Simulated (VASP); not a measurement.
Input for VASP

**INCAR**
```
SYSTEM = SrCl2
PREC = Accurate
ENCUT = 400
EDIFF = 1E-6
NELM = 100
ALGO = Normal
LREAL = .FALSE.
LASPH = .TRUE.
ISMEAR = 0
SIGMA = 0.05
METAGGA = R2SCAN
LMIXTAU = .TRUE.
LMAXMIX = 4
LWAVE = .FALSE.
LCHARG = .FALSE.
IBRION = 2
ISIF = 3
NSW = 60
EDIFFG = -0.02
```

POSCAR:
```
SrCl2
1
    0.0000000000     3.4979229415     3.4979229415
    3.4979229415     0.0000000000     3.4979229415
    3.4979229415     3.4979229415    -0.0000000000
Sr Cl
1 2
Direct
  0.0000000000   0.0000000000   1.0000000000
  0.2500000000   0.2500000000   0.2500000000
  0.7500000000   0.7500000000   0.7500000000
```

### KPOINTS
```
Automatic
0
gamma
5 5 5
```

POTCAR, in this order: Sr_sv Cl (PBE.64 set). Program: vasp_std.

Question: Translate this r2SCAN calculation to Ansatz.

Answer: One equivalent input (not run):
Ansatz 0.2 input:
```yaml
crystal:
  lattice:
    - [0.0000000, 3.4979229, 3.4979229]
    - [3.4979229, 0.0000000, 3.4979229]
    - [3.4979229, 3.4979229, 0.0000000]
  atoms:
    - { symbol: Sr, position: [0.0000000, 0.0000000, 1.0000000] }
    - { symbol: Cl, position: [0.2500000, 0.2500000, 0.2500000] }
    - { symbol: Cl, position: [0.7500000, 0.7500000, 0.7500000] }
kpoints:
  mp_grid: { grid: [5, 5, 5] }
hamiltonian:
  xc: r2scan
  pseudopotentials: { kind: paw }
scf:
  occupations: { method: gaussian, width: 0.05 }
  max_iter: 100
relax:
  max_steps: 60
  f_tol: 0.02
  cell: {}
output: { forces: true, stress: true, eigenvalues: true }
```
Limits of the translation: each code has its own PAW files, so the cut-off isn't converted (ENCUT is set for VASP's; basis.ecutwfc is left out, and Ansatz then takes the one that its files recommend); Ansatz stops its SCF on the density residual and VASP on the energy change (EDIFF).

The compound is SrCl2 in the fluorite structure. It was relaxed first. The start is the result of an earlier pass.
